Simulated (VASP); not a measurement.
Output of a VASP run:

File OSZICAR:
```
       N       E                     dE             d eps       ncg     rms          rms(c)
DAV:   1     0.112610673990E+03    0.11261E+03   -0.11701E+04  1728   0.254E+03
DAV:   2    -0.296025789455E+01   -0.11557E+03   -0.11235E+03  1680   0.326E+02
DAV:   3    -0.606827784694E+01   -0.31080E+01   -0.31005E+01  2002   0.728E+01
DAV:   4    -0.609074234833E+01   -0.22465E-01   -0.22461E-01  1974   0.556E+00
DAV:   5    -0.609103537224E+01   -0.29302E-03   -0.29302E-03  2198   0.667E-01    0.945E+00
DAV:   6    -0.592898338109E+01    0.16205E+00   -0.16966E+01  1833   0.108E+02    0.598E+00
DAV:   7    -0.502057533881E+01    0.90841E+00   -0.37708E+00  1798   0.103E+02    0.222E+00
DAV:   8    -0.502380361546E+01   -0.32283E-02   -0.18775E-01  2275   0.612E+00    0.125E+00
DAV:   9    -0.501436089753E+01    0.94427E-02   -0.21228E-02  2051   0.385E+00    0.505E-02
DAV:  10    -0.501437854728E+01   -0.17650E-04   -0.51955E-04  2267   0.355E-01    0.262E-02
DAV:  11    -0.501438234500E+01   -0.37977E-05   -0.14137E-05  2361   0.814E-02    0.134E-02
DAV:  12    -0.501438095345E+01    0.13915E-05   -0.10476E-06  1253   0.364E-02    0.231E-03
DAV:  13    -0.501438099254E+01   -0.39084E-07   -0.48406E-07  1078   0.202E-02
   1 F= -.58555246E+01 E0= -.58556171E+01  d E =-.585552E+01
       N       E                     dE             d eps       ncg     rms          rms(c)
DAV:   1    -0.628178813640E+01   -0.12674E+01   -0.16465E+01  1680   0.959E+01    0.928E+00
DAV:   2    -0.553983047965E+01    0.74196E+00   -0.11733E+01  1726   0.935E+01    0.445E+00
DAV:   3    -0.501496468863E+01    0.52487E+00   -0.25824E+00  1724   0.694E+01    0.193E+00
DAV:   4    -0.498006798272E+01    0.34897E-01   -0.14252E-01  2373   0.869E+00    0.898E-01
DAV:   5    -0.496495423178E+01    0.15114E-01   -0.83051E-03  2838   0.182E+00    0.816E-02
DAV:   6    -0.496497904587E+01   -0.24814E-04   -0.56529E-04  2473   0.338E-01    0.375E-02
DAV:   7    -0.496497750585E+01    0.15400E-05   -0.27644E-05  2686   0.142E-01    0.269E-03
DAV:   8    -0.496497754946E+01   -0.43613E-07   -0.14858E-06  1176   0.303E-02
   2 F= -.58692915E+01 E0= -.58693059E+01  d E =-.137669E-01
       N       E                     dE             d eps       ncg     rms          rms(c)
DAV:   1    -0.506681199383E+01   -0.10183E+00   -0.11300E+00  1680   0.266E+01    0.221E+00
DAV:   2    -0.501123105113E+01    0.55581E-01   -0.59385E-01  1694   0.207E+01    0.983E-01
DAV:   3    -0.498909683308E+01    0.22134E-01   -0.14984E-01  1738   0.122E+01    0.612E-01
DAV:   4    -0.498517488285E+01    0.39220E-02   -0.87357E-03  2239   0.290E+00    0.236E-01
DAV:   5    -0.498409128134E+01    0.10836E-02   -0.88357E-04  2717   0.545E-01    0.174E-02
DAV:   6    -0.498409025562E+01    0.10257E-05   -0.56025E-05  2292   0.165E-01    0.657E-03
DAV:   7    -0.498409358332E+01   -0.33277E-05   -0.13456E-06  1254   0.256E-02    0.789E-04
DAV:   8    -0.498409376909E+01   -0.18578E-06   -0.61104E-07   925   0.160E-02
   3 F= -.58714273E+01 E0= -.58714783E+01  d E =-.159027E-01
```

File OUTCAR:
```
------------------------ aborting loop because EDIFF is reached ----------------------------------------
 Edisp (eV)   -0.88733
  FORCE on cell =-STRESS in cart. coord.  units (eV):
  Direction    XX          YY          ZZ          XY          YZ          ZX
  --------------------------------------------------------------------------------------
  Total       0.00816     0.00816     0.00816     0.00000     0.00000     0.00000
  in kB       0.53025     0.53025     0.53025     0.00000     0.00000     0.00000
  external pressure =        0.53 kB  Pullay stress =        0.00 kB
  volume of cell :       24.65
      direct lattice vectors                 reciprocal lattice vectors
     2.910187929 -0.000000000  0.000000000     0.343620421 -0.000000000  0.000000000
     0.000000000  2.910187929 -0.000000000     0.000000000  0.343620421 -0.000000000
    -0.000000000  0.000000000  2.910187929     0.000000000  0.000000000  0.343620421
 POSITION                                       TOTAL-FORCE (eV/Angst)
 -----------------------------------------------------------------------------------
      1.45509      1.45509      1.45509         0.000000      0.000000      0.000000
      0.00000      0.00000      0.00000        -0.000000     -0.000000      0.000000
 -----------------------------------------------------------------------------------
    total drift:                                0.000000      0.000000     -0.000000
  FREE ENERGIE OF THE ION-ELECTRON SYSTEM (eV)
  ---------------------------------------------------
  free  energy   TOTEN  =        -5.8714272517 eV

  energy  without entropy=       -5.8715805108  energy(sigma->0) =       -5.87147834

 reached required accuracy - stopping structural energy minimisation
```
(Selected blocks of OUTCAR.)

File POSCAR:
```
CuZn
1
    2.9500000000     0.0000000000     0.0000000000
    0.0000000000     2.9500000000     0.0000000000
    0.0000000000     0.0000000000     2.9500000000
Zn Cu
1 1
Direct
  0.5000000000   0.5000000000   0.5000000000
  0.0000000000   0.0000000000   0.0000000000
```

Q: Reconstruct the remaining input files.

A: One answer among several that fit: the input of the run itself, PBE GGA with D3 dispersion (zero damping), plane waves, VASP's PBE PAW potentials (set 64).

**INCAR**
```
# general
SYSTEM  = CuZn
PREC    = Accurate
ENCUT   = 520
LREAL   = .FALSE.
LASPH   = .TRUE.

# electronic loop
EDIFF   = 1E-6
NELM    = 100
ALGO    = Normal
LMAXMIX = 4

# smearing
ISMEAR  = 1
SIGMA   = 0.1

# functional
GGA     = PE
IVDW    = 11

# ions
IBRION  = 2
NSW     = 60
ISIF    = 3
EDIFFG  = -0.01

# output
LWAVE   = .FALSE.
LCHARG  = .FALSE.
```

**KPOINTS**
```
K-points
0
Gamma
11 11 11
```

POTCAR, in this order: Zn Cu (PBE.64 set). Program: vasp_std.

Energy and stress use the plane-wave basis of the starting cell.

The compound is CuZn in the CsCl type structure. This run relaxes it. Symmetry was kept, so distortions that lower it aren't found. The electron count is odd and the run is not spin-polarised, which forces a metal.
